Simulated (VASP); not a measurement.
## A VASP study of BAs (r2SCAN + rVV10): structure first, properties next

Aim: relax BAs with r2SCAN + rVV10, compute its properties on that cell and hold them against experiment. The steps: relaxing cell and atoms (r2SCAN + rVV10), single point with fields (r2SCAN + rVV10), bands along the symmetry lines (r2SCAN + rVV10), total and projected DOS (r2SCAN + rVV10), zone-centre phonons (r2SCAN + rVV10), elastic constants (r2SCAN + rVV10), response to an electric field (r2SCAN + rVV10), independent-particle dielectric function (r2SCAN + rVV10), band structure (r2SCAN + rVV10 + SOC), bands along the symmetry lines (HSE06) and band structure (TB-mBJ). The start is a cell from a database of measured crystal structures.

Calculated with VASP 6.6.1; r2SCAN with rVV10; plane waves and PAW (B, As), in the first sound run; inputs show where later runs differ.

**What experiment says.**

For BAs, zinc blende (CVT-grown single crystal, 100 K), “Thermal expansion coefficients of high thermal conducting BAs and BP materials” (2019, arxiv:1906.04101) gives, by single-crystal XRD (Mo K-alpha): lattice constant a (cubic a at 100 K) 4.7741 ± 0.0015 Å.

For BAs, zinc blende (CVT-grown opaque bulk crystals, 300 K), “Optical properties of cubic boron arsenide” (2019, arxiv:1911.04914) gives, by spectroscopic ellipsometry: band gap (direct gap from square of absorption coefficient, average of two …) about 4.12 eV [Extrapolated from square of absorption coefficient from ellipsometry; average of two …].

For BAs, zinc blende (single crystal), “Basic Physical Properties of Cubic Boron Arsenide” (2019, arxiv:1911.11281) gives, by from C11 and literature bulk modulus: elastic constant C12 (C12) 79.5 GPa [not measured independently; derived from C11 and the literature bulk modulus of 148 GPa]; elastic constant C44 (C44) 149 GPa at 300 K [derived from the [111] sound velocity with literature bulk modulus and density; velocity …]; bulk modulus (literature experimental value) 148 GPa [literature value quoted in a summary table].

## Step 1: Starting point

Before any relaxation, the start is as follows. The structure is cubic, space group F-43m (No. 216). The conventional cell has a = 4.777 Å, b = 4.777 Å, c = 4.777 Å, α = 90.00°, β = 90.00°, γ = 90.00°. Nearest to B lie 4 As at 2.07 Å. Nearest to As lie 4 B at 2.07 Å. Farther neighbours are not listed.

Structure file:

```
B As
1.0
     0.00000    2.38850    2.38850
     2.38850    0.00000    2.38850
     2.38850    2.38850    0.00000
B As
1 1
Direct
  0.00000 0.00000 0.00000
  0.25000 0.25000 0.25000
```

## Step 2: Relaxing cell and atoms (r2SCAN + rVV10)

Properties are meant for the cell that this level of theory prefers, so cell and atoms are relaxed first (ISIF = 3) until forces and stress are small; EDIFFG sets the threshold. r2SCAN adds the kinetic-energy density, costs more than a GGA and is run with LASPH. LUSE_VDW switches on a nonlocal correlation term for dispersion.

File INCAR:

```
SYSTEM = BAs
PREC = Accurate
ENCUT = 420
EDIFF = 1E-06
NELM = 100
ISMEAR = 0
SIGMA = 0.05
LREAL = .FALSE.
ALGO = Normal
METAGGA = R2SCAN
LUSE_VDW = .TRUE.
IVDW_NL = 2
BPARAM = 11.95
CPARAM = 0.0093
LASPH = .TRUE.
NBANDS = 10
LORBIT = 11
LWAVE = .FALSE.
LCHARG = .FALSE.
KPAR = 2
IBRION = 2
NSW = 60
ISIF = 3
EDIFFG = -0.01
```

File POSCAR:

```
BAs
1.0
    0.0000000000      2.3885000000      2.3885000000
    2.3885000000      0.0000000000      2.3885000000
    2.3885000000      2.3885000000      0.0000000000
B As
1 1
Direct
    0.0000000000      0.0000000000      0.0000000000
    0.2500000000      0.2500000000      0.2500000000
```

File KPOINTS:

```
Automatic mesh
0
Gamma
7 7 7
0 0 0
```

The projector-augmented-wave data sets are B and As (PBE family, release 64).

On the command line:

```sh
$ mpirun -np 2 vasp_std
```

Output:

```text
[banner, memory and clock lines left out]
running    2 mpi-ranks, on    1 nodes
 distrk:  each k-point on    1 cores,    2 groups
 distr:  one band on    1 cores,    1 groups

 POSCAR found type information on POSCAR B As
 POSCAR found :  2 types and       2 ions
|                                                                             |
|               ----> ADVICE to this user running VASP <----                  |
|                                                                             |
|     You have switched on vdW-DFT.                                           |
|     This routine was written and supplied by Jiri Klimes. We recommend      |
|     that you carefully read and cite the following publications:            |
|       J. Klimes, D.R. Bowler, A. Michelides                                 |
|          J. Phys.: Cond Matt. 22 022201 (2010)                              |
|       J. Klimes, D.R. Bowler, A. Michelides                                 |
|          Phys. Rev. B. 83, 195131 (2011)                                    |
|     and references therein.                                                 |
|                                                                             |

|                                                                             |
|               ----> ADVICE to this user running VASP <----                  |
|                                                                             |
|     You enforced a specific xc type in the INCAR file but a different       |
|     [... a line on the potential file left out ...]
|     I HOPE YOU KNOW WHAT YOU ARE DOING!                                     |
|                                                                             |

 LDA part: xc-table for (None), standard interpolation
 POSCAR, INCAR and KPOINTS ok, starting setup
 FFT: planning ... GRIDC
 FFT: planning ... GRID_SOFT
 FFT: planning ... GRID
 WAVECAR not read
 entering main loop
       N       E                     dE             d eps       ncg     rms          rms(c)
Total rVV10 correction in eV:      0.0895850    10.0781823
Total rVV10 correction in eV:      0.0895850    10.0781823
DAV:   1     0.564212585838E+00    0.56421E+00   -0.35655E+03   400   0.626E+02
DAV:   2    -0.230995590403E+02   -0.23664E+02   -0.22516E+02   574   0.101E+02
DAV:   3    -0.237305303938E+02   -0.63097E+00   -0.62991E+00   468   0.170E+01
DAV:   4    -0.237321440591E+02   -0.16137E-02   -0.16135E-02   494   0.994E-01
DAV:   5    -0.237321460848E+02   -0.20257E-05   -0.20258E-05   466   0.329E-02    0.499E+00
Total rVV10 correction in eV:      0.0980827    10.0781822
Total rVV10 correction in eV:      0.0980827    10.0781822
DAV:   6    -0.221690820727E+02    0.15631E+01   -0.97450E-01   420   0.539E+00    0.281E+00
Total rVV10 correction in eV:      0.1082389    10.0781822
Total rVV10 correction in eV:      0.1082389    10.0781822
DAV:   7    -0.221339315974E+02    0.35150E-01   -0.19071E-01   474   0.238E+00    0.963E-01
Total rVV10 correction in eV:      0.1153190    10.0781822
Total rVV10 correction in eV:      0.1153190    10.0781822
DAV:   8    -0.221308298713E+02    0.31017E-02   -0.15976E-02   452   0.969E-01    0.913E-02
Total rVV10 correction in eV:      0.1158090    10.0781822
Total rVV10 correction in eV:      0.1158090    10.0781822
DAV:   9    -0.221309924144E+02   -0.16254E-03   -0.36017E-04   452   0.150E-01    0.458E-02
Total rVV10 correction in eV:      0.1161080    10.0781822
Total rVV10 correction in eV:      0.1161080    10.0781822
DAV:  10    -0.221310381551E+02   -0.45741E-04   -0.30626E-05   436   0.542E-02    0.166E-02
Total rVV10 correction in eV:      0.1161881    10.0781822
Total rVV10 correction in eV:      0.1161881    10.0781822
DAV:  11    -0.221310385740E+02   -0.41891E-06   -0.54212E-06   482   0.215E-02
Total rVV10 correction in eV:      0.1161981    10.0781822
Total rVV10 correction in eV:      0.1161981    10.0781822
Total rVV10 correction in eV:      0.1161965    10.0781822
Total rVV10 correction in eV:      0.1161965    10.0781822
   1 F= -.22131039E+02 E0= -.22131039E+02  d E =-.221310E+02
 curvature:   0.00 expect dE= 0.000E+00 dE for cont linesearch  0.000E+00
 trial: gam= 0.00000 g(F)=  0.622E-46 g(S)=  0.148E-03 ort = 0.000E+00 (trialstep = 0.100E+01)
 search vector abs. value=  0.148E-03
 bond charge predicted
       N       E                     dE             d eps       ncg     rms          rms(c)
Total rVV10 correction in eV:      0.1161888    10.0781822
Total rVV10 correction in eV:      0.1161888    10.0781822
DAV:   1    -0.221310842609E+02   -0.46106E-04   -0.26010E-03   448   0.327E-01    0.562E-02
Total rVV10 correction in eV:      0.1163381    10.0781822
Total rVV10 correction in eV:      0.1163381    10.0781822
DAV:   2    -0.221310648411E+02    0.19420E-04   -0.89818E-05   420   0.621E-02    0.283E-02
Total rVV10 correction in eV:      0.1164932    10.0781822
Total rVV10 correction in eV:      0.1164932    10.0781822
DAV:   3    -0.221310481128E+02    0.16728E-04   -0.40851E-05   428   0.348E-02    0.128E-02
Total rVV10 correction in eV:      0.1165180    10.0781822
Total rVV10 correction in eV:      0.1165180    10.0781822
DAV:   4    -0.221310465766E+02    0.15363E-05   -0.14901E-06   314   0.756E-03    0.765E-03
Total rVV10 correction in eV:      0.1165375    10.0781822
Total rVV10 correction in eV:      0.1165375    10.0781822
DAV:   5    -0.221310458702E+02    0.70634E-06   -0.26371E-07   226   0.402E-03
Total rVV10 correction in eV:      0.1165399    10.0781822
Total rVV10 correction in eV:      0.1165399    10.0781822
Total rVV10 correction in eV:      0.1165398    10.0781822
Total rVV10 correction in eV:      0.1165398    10.0781822
   2 F= -.22131046E+02 E0= -.22131046E+02  d E =-.729622E-05
 trial-energy change:   -0.000007  1 .order   -0.000014   -0.000148    0.000121
 step:   0.5156(harm=  0.5504)  dis= 0.00000  next Energy=   -22.131076 (dE=-0.372E-04)
 bond charge predicted
       N       E                     dE             d eps       ncg     rms          rms(c)
Total rVV10 correction in eV:      0.1165436    10.0781822
Total rVV10 correction in eV:      0.1165436    10.0781822
DAV:   1    -0.221310809368E+02   -0.34360E-04   -0.61526E-04   446   0.159E-01    0.274E-02
Total rVV10 correction in eV:      0.1164710    10.0781822
Total rVV10 correction in eV:      0.1164710    10.0781822
DAV:   2    -0.221310772152E+02    0.37216E-05   -0.21174E-05   422   0.301E-02    0.137E-02
Total rVV10 correction in eV:      0.1163961    10.0781822
Total rVV10 correction in eV:      0.1163961    10.0781822
DAV:   3    -0.221310746332E+02    0.25820E-05   -0.95730E-06   424   0.168E-02    0.620E-03
Total rVV10 correction in eV:      0.1163837    10.0781822
Total rVV10 correction in eV:      0.1163837    10.0781822
DAV:   4    -0.221310750585E+02   -0.42535E-06   -0.34857E-07   230   0.367E-03
Total rVV10 correction in eV:      0.1163711    10.0781822
Total rVV10 correction in eV:      0.1163711    10.0781822
Total rVV10 correction in eV:      0.1163743    10.0781822
Total rVV10 correction in eV:      0.1163743    10.0781822
   3 F= -.22131075E+02 E0= -.22131075E+02  d E =-.364845E-04
 curvature:  -0.27 expect dE=-0.385E-07 dE for cont linesearch -0.385E-07
 trial: gam=-0.02992 g(F)=  0.214E-46 g(S)=  0.141E-06 ort = 0.456E-05 (trialstep = 0.903E+00)
 search vector abs. value=  0.234E-09
 reached required accuracy - stopping structural energy minimisation
```

Elapsed: 30 s, on 2 MPI ranks of Intel Xeon 6975P-C (Granite Rapids), shared host; peak memory 0.4 GiB; 58 s of CPU time.

Lines that name or quote the potential files are left out of all logs, and their timing lines are given in words.

OUTCAR, selected parts (step 2):

```text
ion  position               nearest neighbor table
   1  0.000  0.000  0.000-   2 2.07   2 2.07   2 2.07   2 2.07
   2  0.250  0.250  0.250-   1 2.07   1 2.07   1 2.07   1 2.07

  LATTYP: Found a face centered cubic cell.
 ALAT       =     4.7770000000

 Subroutine GETGRP returns: Found 24 space group operations
 (whereof 24 operations were pure point group operations)

The static configuration has the point symmetry T_d .

 Found     20 irreducible k-points:

   k-points           NKPTS =     20   k-points in BZ     NKDIM =     20   number of bands    NBANDS=     10

   dimension x,y,z NGX =    24 NGY =   24 NGZ =   24
   dimension x,y,z NGXF=    48 NGYF=   48 NGZF=   48

   ENCUT  =  420.0 eV  30.87 Ry    5.56 a.u.   5.64  5.64  5.64*2*pi/ulx,y,z

   NELECT =       8.0000    total number of electrons

 k-points in reciprocal lattice and weights: Automatic mesh
   0.00000000  0.00000000  0.00000000       0.003
   0.14285714  0.00000000  0.00000000       0.023
   0.28571429  0.00000000  0.00000000       0.023
   0.42857143  0.00000000  0.00000000       0.023
   0.14285714  0.14285714  0.00000000       0.017
   0.28571429  0.14285714  0.00000000       0.070
   0.42857143  0.14285714  0.00000000       0.070
  -0.42857143  0.14285714  0.00000000       0.070
  -0.28571429  0.14285714  0.00000000       0.070
[...]
-0.42857143  0.42857143  0.14285714       0.070
  -0.28571429  0.42857143  0.14285714       0.070

 average (electrostatic) potential at core
       1 -28.1805       2 -53.3299

 E-fermi :   6.3213

 k-point     1 :       0.0000    0.0000    0.0000
  band No.  band energies     occupation
      1     -10.1450      2.00000
      2       6.0090      2.00000
      3       6.0090      2.00000
      4       6.0090      2.00000
      5       9.4433      0.00000
      6       9.4433      0.00000
      7       9.4433      0.00000
      8      11.1349      0.00000
      9      16.2907      0.00000
    ...

 k-point     2 :       0.1429    0.0000    0.0000
  band No.  band energies     occupation
      1      -9.7944      2.00000
      2       3.4941      2.00000
      3       5.4317      2.00000
      4       5.4317      2.00000
      5       9.6290      0.00000
      6      10.2016      0.00000
      7      10.2016      0.00000
      8      12.7481      0.00000
      9      17.4829      0.00000
    ...

 k-point     3 :       0.2857    0.0000    0.0000
  band No.  band energies     occupation
      1      -8.7866      2.00000
      2      -0.0326      2.00000
      3       4.6026      2.00000
      4       4.6026      2.00000
      5       9.2472      0.00000
      6      11.0297      0.00000
      7      11.0297      0.00000
      8      14.9648      0.00000
      9      18.0105      0.00000
    ...

  Total        0.0013949      0.0013949      0.0013949      0.0000000      0.0000000      0.0000000
  in kB        0.0818684      0.0818684      0.0818684      0.0000000      0.0000000      0.0000000
  external PRESSURE =       0.0818684 kB  Pullay stress =       0.0000000 kB

  energy-cutoff  :      420.00
  volume of cell :       27.30
      direct lattice vectors                 reciprocal lattice vectors
    -0.000000000  2.389842064  2.389842064    -0.209218846  0.209218846  0.209218846
     2.389842064  0.000000000  2.389842064     0.209218846 -0.209218846  0.209218846
     2.389842064  2.389842064  0.000000000     0.209218846  0.209218846 -0.209218846

 POSITION                                       TOTAL-FORCE (eV/Angst)
 -----------------------------------------------------------------------------------
      0.00000      0.00000      0.00000         0.000000     -0.000000      0.000000
      1.19492      1.19492      1.19492        -0.000000      0.000000     -0.000000
 -----------------------------------------------------------------------------------
    total drift:                                0.000000      0.000000      0.000000

  FREE ENERGIE OF THE ION-ELECTRON SYSTEM (eV)
  ---------------------------------------------------
  free  energy   TOTEN  =       -22.1310750585 eV

  energy  without entropy=      -22.1310750585  energy(sigma->0) =      -22.13107506

 reached required accuracy - stopping structural energy minimisation

 total charge
# of ion       s       p       d       tot
------------------------------------------
    1        0.667   1.163   0.000   1.830
    2        1.170   1.694   0.092   2.956
--------------------------------------------------
tot          1.838   2.857   0.092   4.786

[... 3 further parts left out ...]
```

The gap is read on the k-mesh alone, so it is an upper bound where the band edges lie off the mesh. The PAW data sets were made with PBE, which is usual practice but a small mismatch for other functionals. The run keeps the 24 symmetry operations of its start, so it cannot find a distortion of lower symmetry.

Little changed from the start: no atom moved by 0.005 Å and no cell edge by 0.1 %.

Numbers from this step:

| Property | Result |
| --- | --- |
| electrons | 8 |
| bands | 10 |
| irreducible k-points | 20 |
| symmetry operations | 24 |
| free energy (TOTEN) | -22.13 eV |
| Fermi energy | 6.321 eV |
| pressure | 0.008187 GPa |
| metallic | no |
| valence top at k | 0, 0, 0 |
| conduction bottom at k | 0.4286, 0.4286, 0 |
| least direct gap at k | 0, 0, 0 |
| SCF cycles over all ionic steps | 20 |
| gap on the k-mesh | 1.359 eV |
| least direct gap on the k-mesh | 3.434 eV |

It ends with forces that vanish by symmetry and a pressure of 0.01 GPa. The volume lies +0.2 % from that of the database's start.

(Continued in part 2 of 8.)

[Lines on the potential files, build, host, timing and source positions are cut from VASP's logs without a mark.]

[Logs are printed without paths, hosts, clocks, repeated set-up lines and the standing remarks that a program may print on its own settings, such as how far it seeks lower states.]

[Hosts, paths, dates, database ids (printed as entryN), source tags and the programs' standing remarks are cut or masked in the printed files.]

[A measured line is paired with the nearest computed mode of its activity, which favours agreement.]
